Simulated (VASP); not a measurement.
Runs of VASP 6.6.1 on TiBr2. Symmetry: R-3m, No. 166, trigonal system. The conventional cell has a = 4.143 Å, b = 4.143 Å, c = 18.790 Å, α = 90.00°, β = 90.00°, γ = 120.00°. Ti (site symmetry -3m) is surrounded by 6 Br at 2.84 Å. Br (site symmetry 3m) has 3 Ti at 2.84 Å as nearest neighbours. The cell was built by a generator and needn't be a form met in nature.

```csv
spin,U,gap on the mesh (eV),pressure (GPa),moment (μB),largest force (eV/Å)
off,Ti d U = 6 eV,none,-7.5,-,0.81
off,Ti d U = 7 eV,none,(a),-,0.78
"non-collinear, random start",Ti d U = 6 eV,2.67,-4.5,2.00,0.58
"collinear, random start",Ti d U = 6 eV,(b),-4.5,2.00,0.58
"collinear, zero start",Ti d U = 6 eV,none,-7.5,0.00,0.81
```

Alike in all rows: task single point; level LDA+U; potentials or basis VASP PAW LDA potentials, release 64 (Ti_sv, Br); cell as given; k mesh 5 × 5 × 5; cutoff (eV) 520; smearing gaussian 0.05 eV.

Q: Fill in the values left out.

A: (a) -7.2; (b) 2.68.

Caveats: U without spin polarisation on a metal has little footing (some runs); an odd mesh through Γ misses points on the zone boundary, where band edges often lie (some runs).

A k mesh can miss the band edges, and the runs leave out spin-orbit coupling on Br.

A gap of «none» marks a metal or a gap under the smearing width.

Not every run made on this cell is shown here.
